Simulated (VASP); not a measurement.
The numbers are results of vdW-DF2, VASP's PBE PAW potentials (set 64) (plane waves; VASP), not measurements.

Input for VASP

**INCAR**
```
# general
SYSTEM   = Au
PREC     = Accurate
ENCUT    = 520
LREAL    = .FALSE.
LASPH    = .TRUE.

# electronic loop
EDIFF    = 1E-6
NELM     = 100
ALGO     = Normal
LMAXMIX  = 6

# smearing
ISMEAR   = 1
SIGMA    = 0.1

# functional
GGA      = ML
LUSE_VDW = .TRUE.
AGGAC    = 0.0
ZAB_VDW  = -1.8867

# ions
IBRION   = 2
NSW      = 60
ISIF     = 3
EDIFFG   = -0.01

# output
LWAVE    = .FALSE.
LCHARG   = .FALSE.
```

**POSCAR**
```
Au
1.0
  0.0000000000   2.1686950049   2.1686950049
  2.1686950049   0.0000000000   2.1686950049
  2.1686950049   2.1686950049   0.0000000000
Au
1
Cart
  0.0000000000   0.0000000000   0.0000000000
```

### KPOINTS
```
Automatic mesh
0
Gamma
13 13 13
```

POTCAR, in this order: Au (PBE.64 set). Program: vasp_std.

Output

File OSZICAR:
```
       N       E                     dE             d eps       ncg     rms          rms(c)
DAV:   1     0.477143449685E+02    0.47714E+02   -0.56949E+03  1600   0.106E+03
DAV:   2     0.800624572355E-01   -0.47634E+02   -0.44691E+02  1576   0.195E+02
DAV:   3    -0.361810323863E+00   -0.44187E+00   -0.44143E+00  1814   0.197E+01
DAV:   4    -0.363266519694E+00   -0.14562E-02   -0.14562E-02  1761   0.116E+00
DAV:   5    -0.363277648715E+00   -0.11129E-04   -0.11129E-04  1763   0.101E-01    0.521E+00
DAV:   6    -0.125139690215E+00    0.23814E+00   -0.98117E-01  1536   0.902E+00    0.350E+00
DAV:   7    -0.116619538819E+00    0.85202E-02   -0.27094E-02  1682   0.157E+00    0.200E+00
DAV:   8    -0.115017203123E+00    0.16023E-02   -0.10263E-03  1546   0.432E-01    0.120E-01
DAV:   9    -0.115020795696E+00   -0.35926E-05   -0.14209E-05  1853   0.316E-02    0.115E-02
DAV:  10    -0.115035621792E+00   -0.14826E-04   -0.26301E-05  1525   0.711E-02    0.509E-03
DAV:  11    -0.115035479919E+00    0.14187E-06   -0.10190E-07  1062   0.390E-03
   1 F= -.11503548E+00 E0= -.11495097E+00  d E =-.115035E+00
```

File OUTCAR:
```
------------------------ aborting loop because EDIFF is reached ----------------------------------------
  FORCE on cell =-STRESS in cart. coord.  units (eV):
  Direction    XX          YY          ZZ          XY          YZ          ZX
  --------------------------------------------------------------------------------------
  Total       -0.0028803     -0.0028803     -0.0028803      0.0000000     -0.0000000      0.0000000
  in kB       -0.2262183     -0.2262183     -0.2262183      0.0000000     -0.0000000      0.0000000
  external PRESSURE =      -0.2262183 kB  Pullay stress =       0.0000000 kB
  volume of cell :       20.40
      direct lattice vectors                 reciprocal lattice vectors
     0.000000000  2.168695005  2.168695005    -0.230553397  0.230553397  0.230553397
     2.168695005  0.000000000  2.168695005     0.230553397 -0.230553397  0.230553397
     2.168695005  2.168695005  0.000000000     0.230553397  0.230553397 -0.230553397
 POSITION                                       TOTAL-FORCE (eV/Angst)
 -----------------------------------------------------------------------------------
      0.00000      0.00000      0.00000         0.000000      0.000000      0.000000
 -----------------------------------------------------------------------------------
    total drift:                               -0.000000      0.000000      0.000000
  FREE ENERGIE OF THE ION-ELECTRON SYSTEM (eV)
  ---------------------------------------------------
  free  energy   TOTEN  =        -0.1150354799 eV

  energy  without entropy=       -0.1147819566  energy(sigma->0) =       -0.11495097

 reached required accuracy - stopping structural energy minimisation
```
(Selected blocks of OUTCAR.)

The compound is Au in the fcc structure. It was relaxed first, which changed the volume by +20 %. The start is the result of an earlier pass.
